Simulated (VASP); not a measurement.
# NbAl2N3 (Cmc2_1) in VASP: notebook

One crystal, NbAl2N3, is run at these levels: PBE; tasks: relaxation of cell and atoms.

All numbers are computed with VASP 6.6.1; they aren't measurements. Logs are shortened: lines on timing, memory, paths and dates and some standing lists are left out, and cuts for length are marked.

## (1) Starting point

The structure is orthorhombic, space group Cmc2_1 (No. 36). Conventional cell: a = 10.000 Å, b = 5.764 Å, c = 4.703 Å, α = 90.00°, β = 90.00°, γ = 90.00°. Around Al (site symmetry 1) lie 4 N at 1.88 to 1.90 Å. Nb (site symmetry m) has 4 N at 2.11 to 2.33 Å as nearest neighbours. N (site symmetry 1) has 3 Al at 1.88 to 1.90 Å and 1 Nb at 2.11 Å as nearest neighbours. Around N (site symmetry m) lie 2 Al at 1.90 Å and 1 Nb at 2.11 Å.

The cell was built by a generator and needn't be a form met in nature.

## (2) Relaxation of cell and atoms, PBE

Input file INCAR:

```
SYSTEM = NbAl2N3
ALGO     = Normal         ! electronic algorithm
EDIFF    = 1E-6           ! SCF threshold, eV
EDIFFG   = -0.01          ! ionic threshold
ENCUT    = 520            ! plane-wave cutoff, eV
GGA      = PE             ! functional
IBRION   = 2              ! ionic algorithm
ISIF     = 3              ! what is computed and relaxed
ISMEAR   = 0              ! smearing method
KPAR     = 8            
LASPH    = .True.         ! aspherical terms in the spheres
LCHARG   = .False.        ! write CHGCAR
LREAL    = .False.        ! projectors in reciprocal space
LWAVE    = .False.        ! write WAVECAR
NELM     = 120            ! most SCF steps
NSW      = 90             ! ionic steps
PREC     = Accurate       ! precision mode
SIGMA    = 0.1            ! smearing width, eV
```

Input file KPOINTS:

```
k-points
0
Gamma
  6 6 6
  0 0 0
```

Input file POSCAR:

```
NbAl2N3
1.0
    5.0000000000     -2.8820000000      0.0000000000
    5.0000000000      2.8820000000      0.0000000000
    0.0000000000      0.0000000000      4.7030000000
Al Nb N
4 2 6
Direct
    0.8240187400      0.5179812600      0.4987242200
    0.5179812600      0.8240187400      0.9987242200
    0.4820187400      0.1759812600      0.4987242200
    0.1759812600      0.4820187400      0.9987242200
    0.8535739100      0.1464260900      0.9350414600
    0.1464260900      0.8535739100      0.4350414600
    0.8439486500      0.5160513500      0.9012332600
    0.4839486500      0.1560513500      0.9012332600
    0.2189451800      0.7810548200      0.9231341700
    0.5160513500      0.8439486500      0.4012332600
    0.1560513500      0.4839486500      0.4012332600
    0.7810548200      0.2189451800      0.4231341700
```

Potentials or basis: VASP PAW PBE potentials, release 64 (Al, Nb_sv, N).

On the command line:

```console
$ cat potpaw_PBE.64/Al/POTCAR potpaw_PBE.64/Nb_sv/POTCAR potpaw_PBE.64/N/POTCAR > POTCAR
$ mpirun -np 8 vasp_std > vasp.out
```

OUTCAR:

```text
SYSTEM = NbAl2N3
   EDIFF = 1E-6
   EDIFFG = -0.01
   ENCUT = 520
   GGA = PE
   IBRION = 2
   ISIF = 3
   ISMEAR = 0
   LASPH = .True.
   LREAL = .False.
   NELM = 120
   NSW = 90
   PREC = Accurate

 ion  position               nearest neighbor table
   1  0.824  0.518  0.499-  11 1.88  10 1.89  12 1.90   7 1.90   5 2.91   2 2.94   2 2.94   4 3.05
                             4 3.05   3 3.29   3 3.29
   2  0.518  0.824  0.999-   8 1.88   7 1.89   9 1.90  10 1.90   6 2.91   1 2.94   1 2.94   3 3.05
                             3 3.05   4 3.29   4 3.29
   3  0.482  0.176  0.499-  10 1.88  11 1.89  12 1.90   8 1.90   5 2.91   4 2.94   4 2.94   2 3.05
                             2 3.05   1 3.29   1 3.29
   4  0.176  0.482  0.999-   7 1.88   8 1.89   9 1.90  11 1.90   6 2.91   3 2.94   3 2.94   1 3.05
                             1 3.05   2 3.29   2 3.29
   5  0.854  0.146  0.935-   9 2.11   8 2.11   7 2.11  12 2.33   6 2.89   6 2.89   1 2.91   3 2.91

   6  0.146  0.854  0.435-  12 2.11  11 2.11  10 2.11   9 2.33   5 2.89   5 2.89   2 2.91   4 2.91

   7  0.844  0.516  0.901-   4 1.88   2 1.89   1 1.90   5 2.11
   8  0.484  0.156  0.901-   2 1.88   4 1.89   3 1.90   5 2.11
   9  0.219  0.781  0.923-   2 1.90   4 1.90   5 2.11   6 2.33
  10  0.516  0.844  0.401-   3 1.88   1 1.89   2 1.90   6 2.11
  11  0.156  0.484  0.401-   1 1.88   3 1.89   4 1.90   6 2.11
  12  0.781  0.219  0.423-   1 1.90   3 1.90   6 2.11   5 2.33

  LATTYP: Found a base centered orthorhombic cell.
 ALAT       =     5.7640000000
 B/A-ratio  =     1.7349063151
 C/A-ratio  =     0.8159264400

  Lattice vectors:

 A1 = (  -5.0000000000,  -2.8820000000,   0.0000000000)
 A2 = (   5.0000000000,  -2.8820000000,   0.0000000000)
 A3 = (   0.0000000000,   0.0000000000,   4.7030000000)

Analysis of symmetry for initial positions (statically):
=====================================================================
 Subroutine PRICEL returns:
 Original cell was already a primitive cell.

 Routine SETGRP: Setting up the symmetry group for a
 base centered orthorhombic supercell.

 Subroutine GETGRP returns: Found  4 space group operations
 (whereof  2 operations were pure point group operations)
 out of a pool of  8 trial point group operations.

The static configuration has the point symmetry C_1h.
 The point group associated with its full space group is C_2v.

Analysis of symmetry for dynamics (positions and initial velocities):
=====================================================================
 Subroutine PRICEL returns:
 Original cell was already a primitive cell.

 Routine SETGRP: Setting up the symmetry group for a
 base centered orthorhombic supercell.

 Subroutine GETGRP returns: Found  4 space group operations
 (whereof  2 operations were pure point group operations)
 out of a pool of  8 trial point group operations.

The dynamic configuration has the point symmetry C_1h.
 The point group associated with its full space group is C_2v.

 Subroutine INISYM returns: Found  4 space group operations
 (whereof  2 operations are pure point group operations),
 and found     1 'primitive' translations

----------------------------------------------------------------------------------------

                                     Primitive cell

  volume of cell :     135.5405

  direct lattice vectors                    reciprocal lattice vectors
     5.000000000 -2.882000000  0.000000000     0.100000000 -0.173490632  0.000000000
     5.000000000  2.882000000  0.000000000     0.100000000  0.173490632  0.000000000
     0.000000000  0.000000000  4.703000000     0.000000000  0.000000000  0.212630236

  length of vectors
     5.771128486  5.771128486  4.703000000     0.200247345  0.200247345  0.212630236

  position of ions in fractional coordinates (direct lattice)
     0.824018740  0.517981260  0.498724220
     0.517981260  0.824018740  0.998724220
     0.482018740  0.175981260  0.498724220
     0.175981260  0.482018740  0.998724220
     0.853573910  0.146426090  0.935041460
     0.146426090  0.853573910  0.435041460
     0.843948650  0.516051350  0.901233260
     0.483948650  0.156051350  0.901233260
     0.218945180  0.781054820  0.923134170
     0.516051350  0.843948650  0.401233260
     0.156051350  0.483948650  0.401233260
     0.781054820  0.218945180  0.423134170
[... 39 lines left out ...]

 Found     52 irreducible k-points:

 Following reciprocal coordinates:
            Coordinates               Weight
  0.000000  0.000000  0.000000      1.000000
  0.166667  0.000000  0.000000      4.000000
  0.333333 -0.000000  0.000000      4.000000
  0.500000  0.000000  0.000000      2.000000
  0.166667  0.166667  0.000000      2.000000
  0.333333  0.166667  0.000000      4.000000
[... 16 lines left out ...]
  0.333333  0.333333  0.166667      4.000000
  0.500000  0.333333  0.166667      8.000000
 [... further k-points ...]
   k-points           NKPTS =     52   k-points in BZ     NKDIM =     52   number of bands    NBANDS=     41
   number of dos      NEDOS =    301   number of ions     NIONS =     12
   total plane-waves  NPLWV =  82944
   dimension x,y,z NGX =    48 NGY =   48 NGZ =   36
   dimension x,y,z NGXF=    96 NGYF=   96 NGZF=   72
   ions per type =               4   2   6
   NGX,Y,Z   is equivalent  to a cutoff of  13.83, 13.83, 12.73 a.u.
   NGXF,Y,Z  is equivalent  to a cutoff of  27.65, 27.65, 25.45 a.u.
 SYSTEM =  NbAl2N3
   PREC   = accura    normal or accurate (medium, high low for compatibility)
   ISTART =      0    job   : 0-new  1-cont  2-samecut
   ICHARG =      2    charge: 1-file 2-atom 10-const
   ISPIN  =      1    spin polarized calculation?
   LNONCOLLINEAR =      F non collinear calculations
   LSORBIT =      F    spin-orbit coupling
   LASPH  =      T    aspherical Exc in radial PAW
   ENCUT  =  520.0 eV  38.22 Ry    6.18 a.u.  10.73 10.73  8.74*2*pi/ulx,y,z
   NELM   =    120;   NELMIN=  2; NELMDL= -5     # of ELM steps
   EDIFF  = 0.1E-05   stopping-criterion for ELM
   LREAL  =      F    real-space projection
   EDIFFG = -.1E-01   stopping-criterion for IOM
   NSW    =     90    number of steps for IOM
   IBRION =      2    ionic relax: 0-MD 1-quasi-New 2-CG
   NFREE  =      1    steps in history (QN), initial steepest desc. (CG)
   ISIF   =      3    stress and relaxation
   ISYM   =      2    0-nonsym 1-usesym 2-fastsym
   POTIM  = 0.5000    time-step for ionic-motion
   TEBEG  =    0.0;   TEEND  =   0.0 temperature during run
   PSTRESS=    0.0 pullay stress
   NELECT =      68.0000    total number of electrons
   NUPDOWN=      -1.0000    fix difference up-down
   EMIN   =  10.00;   EMAX   =-10.00  energy-range for DOS
   EFERMI =   0.00;   METHOD = LEGACY
   ISMEAR =     0;   SIGMA  =   0.10  broadening in eV -4-tet -1-fermi 0-gaus
   EFERMI_NEDOS =   21; number of points for ismear=-14 and -15
   IALGO  =     38    algorithm
   IMIX   =      4    mixing-type and parameters
     AMIX     =   0.40;   BMIX     =  1.00
     AMIX_MAG =   1.60;   BMIX_MAG =  1.00
  volume/ion in A,a.u.               =      11.30        76.22
  Fermi-wavevector in a.u.,A,eV,Ry     =   1.300833  2.458218 23.023316  1.692166
  Thomas-Fermi vector in A             =   2.432006
   LORBIT       =      0    0 simple, 1 ext, 2 COOP (PROOUT), +10 PAW based schemes
   GGA     = PE    functional components
   LHFCALC =     F    Hartree Fock is set to
   AEXX    =    0.0000 exact exchange contribution
   IVDW    =     0    specifies the selected vdW correction
   LEPSILON=     F    determine dielectric tensor
   LRPA    =     F    only Hartree local field effects (RPA)
 conjugate gradient relaxation of ions
 non-spin polarized calculation
 Gauss-broadening in eV      SIGMA  =   0.10
  energy-cutoff  :      520.00
  volume of cell :      135.54
 maximum number of plane-waves:      3697
 NGX is ok and might be reduce to    48
   NGX = 21   NGY = 21   NGZ = 17

--------------------------------------- Ionic step        1  -------------------------------------------

 number of electron      67.9999996 magnetization

 Free energy of the ion-electron system (eV)
  ---------------------------------------------------
  ext. energy  EPLUGINS =         0.00000000
  ---------------------------------------------------
  free energy    TOTEN  =       -97.27757380 eV

  energy without entropy =      -97.25687855  energy(sigma->0) =      -97.26722618

------------------------ aborting loop because EDIFF is reached ----------------------------------------

  FORCE on cell =-STRESS in cart. coord.  units (eV):
  Direction    XX          YY          ZZ          XY          YZ          ZX
  --------------------------------------------------------------------------------------
  -------------------------------------------------------------------------------------
  Total        0.6769449     -0.0787242     -0.0260431      0.0000000      0.0000000      0.0000000
  in kB        8.0019338     -0.9305717     -0.3078460      0.0000000      0.0000000      0.0000000
  external PRESSURE =       2.2545054 kB  Pullay stress =       0.0000000 kB
[... 119 lines left out ...]
  FREE ENERGIE OF THE ION-ELECTRON SYSTEM (eV)
  ---------------------------------------------------
  free  energy   TOTEN  =       -97.2870246940 eV

  energy  without entropy=      -97.2664678507  energy(sigma->0) =      -97.27674627

[... ionic steps 4 to 13 ...]

--------------------------------------- Ionic step       14  -------------------------------------------

 number of electron      68.0000001 magnetization

------------------------ aborting loop because EDIFF is reached ----------------------------------------
[... 87 lines left out ...]
--------------------------------------- Ionic step       16  -------------------------------------------

 number of electron      68.0000001 magnetization

 Free energy of the ion-electron system (eV)
  ---------------------------------------------------
  ext. energy  EPLUGINS =         0.00000000
  ---------------------------------------------------
  free energy    TOTEN  =       -97.29601070 eV

  energy without entropy =      -97.27185620  energy(sigma->0) =      -97.28393345

 E-fermi :   9.9280     XC(G=0): -11.3658

 val. band max:        9.9120876708   @ k =   0.5000   0.3333   0.5000
 cond. band min:       9.9336001031   @ k =   0.1667   0.0000   0.5000
 fundamental gap:      0.0215124323
 Fermi energy:         9.9279567950

 k-point     1 :       0.0000    0.0000    0.0000
  band No.  band energies     occupation
      1     -46.2918      2.00000
      2     -46.1923      2.00000
      3     -22.5880      2.00000
      4     -22.5529      2.00000
      5     -22.4924      2.00000
      6     -22.4541      2.00000
[... 1045 lines left out ...]
     40      12.1758      0.00000
     41      12.7902      0.00000

 [... further k-points ...]

------------------------ aborting loop because EDIFF is reached ----------------------------------------

  FORCE on cell =-STRESS in cart. coord.  units (eV):
  Direction    XX          YY          ZZ          XY          YZ          ZX
  --------------------------------------------------------------------------------------
  -------------------------------------------------------------------------------------
  Total        0.0325910     -0.0095236     -0.0293641      0.0000000      0.0000000      0.0000000
  in kB        0.3863752     -0.1129046     -0.3481192      0.0000000      0.0000000      0.0000000
  external PRESSURE =      -0.0248828 kB  Pullay stress =       0.0000000 kB
[... 27 lines left out ...]
  FREE ENERGIE OF THE ION-ELECTRON SYSTEM (eV)
  ---------------------------------------------------
  free  energy   TOTEN  =       -97.2960106974 eV

  energy  without entropy=      -97.2718561962  energy(sigma->0) =      -97.28393345

 reached required accuracy - stopping structural energy minimisation
```

It took 7.3 min on 8 MPI ranks of Intel Xeon Platinum 8259CL at 2.50GHz (Skylake/Cascade Lake), shared host; peak memory 0.5 GiB.

Results:

| Item | Value |
| --- | --- |
| Free energy | -97.2960 eV |
| Relaxed volume | 11.26 Å³/atom |
| Relaxed cell | a = 5.805 Å, b = 5.805 Å, c = 4.643 Å, α = 90.00°, β = 90.00°, γ = 59.76° |
| Space group after relaxing (to 0.05 Å) | Cmc2_1 (No. 36) |
| Energy gained by relaxing | 1.5 meV/atom |
| Ionic steps | 16 |
| Pressure after relaxing | 0.0 GPa |
| Largest force after relaxing | 0.004 eV/Å |
| Band gap on the k mesh | none (metal or under the smearing width) |

Forces in eV/Å, atoms in the order of the input:
```
Al   0.001 -0.003  0.002
Al   0.001  0.003  0.002
Al  -0.001 -0.003  0.002
Al  -0.001  0.003  0.002
Nb   0.000  0.001  0.001
Nb   0.000 -0.001  0.001
N    0.000 -0.003 -0.001
N    0.000 -0.003 -0.001
N    0.000 -0.003 -0.003
N    0.000  0.003 -0.001
N    0.000  0.003 -0.001
N    0.000  0.003 -0.003
```

Step by step:
```tsv
step	energy change (eV)	largest force (eV/Å)	pressure (GPa)	volume (Å³)
1	0.0000	0.2137	0.23	135.54
2	-0.0091	0.1256	-0.18	135.85
3	-0.0095	0.1376	-0.28	135.93
4	-0.0128	0.0864	0.08	135.65
5	-0.0128	0.0935	0.10	135.63
6	-0.0155	0.0546	-0.05	135.61
7	-0.0160	0.0816	-0.16	135.60
8	-0.0173	0.0365	0.08	135.32
9	-0.0173	0.0462	0.11	135.30
10	-0.0178	0.0358	-0.11	135.36
11	-0.0179	0.0350	-0.16	135.38
12	-0.0182	0.0333	0.06	135.17
13	-0.0183	0.0347	0.09	135.14
14	-0.0184	0.0165	-0.07	135.18
15	-0.0184	0.0102	-0.02	135.17
16	-0.0184	0.0042	0.00	135.14
```

Final structure:
```yaml
crystal:
  lattice:
    - [5.03314, -2.89174, 0.00000]
    - [5.03314, 2.89174, 0.00000]
    - [0.00000, 0.00000, 4.64269]
  atoms:
    - { symbol: Al, position: [0.82740, 0.51550, 0.49332] }
    - { symbol: Al, position: [0.51550, 0.82740, 0.99332] }
    - { symbol: Al, position: [0.48450, 0.17259, 0.49332] }
    - { symbol: Al, position: [0.17259, 0.48450, 0.99332] }
    - { symbol: Nb, position: [0.85237, 0.14763, 0.93627] }
    - { symbol: Nb, position: [0.14763, 0.85237, 0.43627] }
    - { symbol: N, position: [0.84085, 0.51578, 0.90373] }
    - { symbol: N, position: [0.48422, 0.15915, 0.90373] }
    - { symbol: N, position: [0.21668, 0.78332, 0.92772] }
    - { symbol: N, position: [0.51578, 0.84085, 0.40373] }
    - { symbol: N, position: [0.15915, 0.48422, 0.40373] }
    - { symbol: N, position: [0.78332, 0.21668, 0.42772] }
```

(Continued in part 2 of 2.)
